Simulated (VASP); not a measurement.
Consider the following.

```yaml
crystal:
  lattice:
    - [4.72041, 0.00000, 0.00000]
    - [0.00000, 4.72041, 0.00000]
    - [0.00000, 0.00000, 4.72041]
  atoms:
    - { symbol: Cd, position: [0.00000, 0.00000, 0.00000] }
    - { symbol: Cd, position: [0.50000, 0.50000, 0.00000] }
    - { symbol: Cd, position: [0.50000, 0.00000, 0.50000] }
    - { symbol: O, position: [0.50000, 0.50000, 0.50000] }
    - { symbol: O, position: [0.00000, 0.00000, 0.50000] }
    - { symbol: O, position: [0.00000, 0.50000, 0.00000] }
    - { symbol: O, position: [0.50000, 0.00000, 0.00000] }
    - { symbol: Ca, position: [0.00000, 0.50000, 0.50000] }
```

The numbers are results of PBEsol GGA, VASP's PBE PAW potentials (set 64) (plane waves; VASP 6.6.1), not measurements. Numerical set-up: 520 eV cut-off, Gaussian smearing of 0.050 eV, potentials Cd O Ca_sv.

Estimate the band gap (along the path) with the smallest direct gap where there is one.

```
Item                                                          Value
-------------------------  ----------------------------------------
band gap (along the path)  none (metal, semimetal or under 0.01 eV)
```

Total energies compare only between runs with the same potentials, cut-off and functional.

The structure was generated: CaCd3O4 was put into an ordered model structure (Pm-3m), which need not be its known phase. It was relaxed first.
